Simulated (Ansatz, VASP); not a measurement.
Given: the input of a run of VASP 6.6.1 on NbTe.

File INCAR:

```
SYSTEM = NbTe
PREC = Accurate
ENCUT = 520
EDIFF = 1E-7
ISMEAR = -1
SIGMA = 0.05
LREAL = .FALSE.
LASPH = .TRUE.
NELM = 80
ALGO = Normal
ISIF = 2
LWAVE = .FALSE.
LCHARG = .FALSE.
GGA = PE
NBANDS = 16
```

File KPOINTS:

```
regular mesh
0
G
  8 8 8
  0 0 0
```

POSCAR

```
NbTe
1.0
    3.4483874161      0.0000000000      0.0000000000
    0.0000000000      3.4483874161      0.0000000000
    0.0000000000      0.0000000000      3.4483874161
Nb Te
1 1
Direct
    0.5000000000      0.5000000000      0.5000000000
    0.0000000000      0.0000000000      0.0000000000
```

Potentials or basis: VASP PAW PBE potentials, release 64 (Nb_sv, Te).

Command:

```console
$ cat potpaw_PBE.64/Nb_sv/POTCAR potpaw_PBE.64/Te/POTCAR > POTCAR
$ mpirun -np 1 vasp_std > vasp.out
```

Question: Translate it to Ansatz 0.2.0. Potentials there: Ansatz PAW.

Answer: As run (the cutoff follows the program's own potentials):

input.yaml

```yaml
crystal:
  lattice:
    - [3.4483874161, 0.0, 0.0]
    - [0.0, 3.4483874161, 0.0]
    - [0.0, 0.0, 3.4483874161]
  atoms:
    - { symbol: Nb, position: [0.5, 0.5, 0.5] }
    - { symbol: Te, position: [0.0, 0.0, 0.0] }
hamiltonian:
  xc: pbe
  pseudopotentials: { kind: paw }
kpoints:
  mp_grid: { grid: [8, 8, 8] }
scf:
  occupations: { method: fermi_dirac, width: 0.05 }
output:
  forces: true
  stress: true
  eigenvalues: true
```

Potentials or basis: Ansatz PAW.

Run with:

```sh
$ ansatz run input.yaml --threads 1 --pin off --max-ram 3584MiB --backend cpu --events-out ev --progress --plain --runs-dir out
```

Both were run:

|  | VASP | Ansatz | Ansatz less VASP |
| --- | --- | --- | --- |
| gap on the k mesh at the Fermi level (eV) | none | none | - |
| pressure (GPa) | -2.7 | -2.5 | +0.20 |

A gap of «none» marks a metal or a gap that the smearing closes. The two sets of potentials don't hold the same shells in valence.

The runs have no spin-orbit coupling, so splittings on Te are missing.
